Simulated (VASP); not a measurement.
An input for Quantum ESPRESSO's pw.x (written as the equivalent of a VASP run, and not itself run):

```
&CONTROL
  calculation = 'vc-relax'
  pseudo_dir = './pseudo'
  outdir = './out'
  tprnfor = .true.
  tstress = .true.
  nstep = 60
  forc_conv_thr = 0.00039
/
&SYSTEM
  ibrav = 0
  nat = 2
  ntyp = 2
  ecutwfc = 74
  occupations = 'smearing'
  smearing = 'gaussian'
  degauss = 0.003675
  input_dft = 'vdw-df-cx'
/
&ELECTRONS
  conv_thr = 7.3e-08
  electron_maxstep = 100
/
&IONS
/
&CELL
/
ATOMIC_SPECIES
  Li 6.940 Li.upf
  Cl 35.450 Cl.upf
CELL_PARAMETERS angstrom
     0.0000000    2.5700000    2.5700000
     2.5700000    0.0000000    2.5700000
     2.5700000    2.5700000    0.0000000
ATOMIC_POSITIONS crystal
  Li   0.0000000  0.0000000  0.0000000
  Cl   0.5000000  0.5000000  0.5000000
K_POINTS automatic
  8 8 8 0 0 0
```

Q: Translate this input to VASP (INCAR, KPOINTS, POSCAR, choice of POTCAR).

A: Several could match; the one computed here: 
File POSCAR:
```
LiCl
1.0
  0.0000000000   2.5700000000   2.5700000000
  2.5700000000   0.0000000000   2.5700000000
  2.5700000000   2.5700000000   0.0000000000
Li Cl
1 1
Cartesian
  0.0000000000   0.0000000000   0.0000000000
  2.5700000000   2.5700000000   2.5700000000
```

INCAR:
```
# general
SYSTEM   = LiCl
PREC     = Accurate
ENCUT    = 520
LREAL    = .FALSE.
LASPH    = .TRUE.

# electronic loop
EDIFF    = 1E-6
NELM     = 100
ALGO     = Normal

# smearing
ISMEAR   = 0
SIGMA    = 0.05

# functional
GGA      = CX
LUSE_VDW = .TRUE.
AGGAC    = 0.0

# ions
IBRION   = 2
NSW      = 60
ISIF     = 3
EDIFFG   = -0.01

# output
LWAVE    = .FALSE.
LCHARG   = .FALSE.
```

**KPOINTS**
```
K-points
0
gamma
8 8 8
0 0 0
```

POTCAR, in this order: Li_sv Cl (PBE.64 set). Program: vasp_std.

Limits of the translation: the potentials are each code's own (VASP's PAW set, PseudoDojo norm-conserving files in pw.x), so ENCUT and ecutwfc are chosen apart and not converted; conv_thr bounds pw.x's estimated SCF error, while EDIFF bounds the energy change between steps; forc_conv_thr acts on force components and is met together with etot_conv_thr.

The compound is LiCl in the rock salt structure. This run relaxes it. Symmetry was kept, so distortions that lower it aren't found.
